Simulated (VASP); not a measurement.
Data:

```
CsCl
1.0
    4.15896     0.00000     0.00000
    0.00000     4.15896     0.00000
    0.00000     0.00000     4.15896
Cs Cl
1 1
Cartesian
  0.00000   0.00000   0.00000
  2.07948   2.07948   2.07948
```

Method: AM05 GGA, VASP's PBE PAW potentials (set 64) (plane waves; VASP). Numerical set-up: 520 eV cut-off, Gaussian smearing of 0.050 eV, potentials Cs_sv Cl.

Unless said otherwise, spin-orbit coupling is left out, though it shifts the bands of the heavy elements here.

Give the energies of bands 3 to 11 at the high-symmetry points, in eV from the valence-band maximum.

```json
[
 {"band": "3", "Γ": "-5.94", "X": "-6.44", "M": "-6.66", "R": "-6.44"},
 {"band": "4", "Γ": "-5.94", "X": "-5.81", "M": "-6.66", "R": "-6.44"},
 {"band": "5", "Γ": "-5.94", "X": "-5.81", "M": "-5.73", "R": "-6.44"},
 {"band": "6", "Γ": "0.00", "X": "-1.12", "M": "-0.42", "R": "-1.04"},
 {"band": "7", "Γ": "0.00", "X": "-0.21", "M": "-0.42", "R": "-1.04"},
 {"band": "8", "Γ": "0.00", "X": "-0.21", "M": "-0.04", "R": "-1.04"},
 {"band": "9", "Γ": "5.11", "X": "6.40", "M": "5.91", "R": "8.37"},
 {"band": "10", "Γ": "5.41", "X": "7.47", "M": "5.98", "R": "8.37"},
 {"band": "11", "Γ": "5.41", "X": "8.69", "M": "7.93", "R": "8.37"}
]
```

The gap is direct, 5.11 eV, from the valence maximum at Γ to the conduction minimum at Γ.

Measured: gap 8.35 eV at 80 K (computed value off by -3.24 eV), as given by Wikipedia, Caesium chloride.

The compound is CsCl in the CsCl type structure. It was relaxed first.
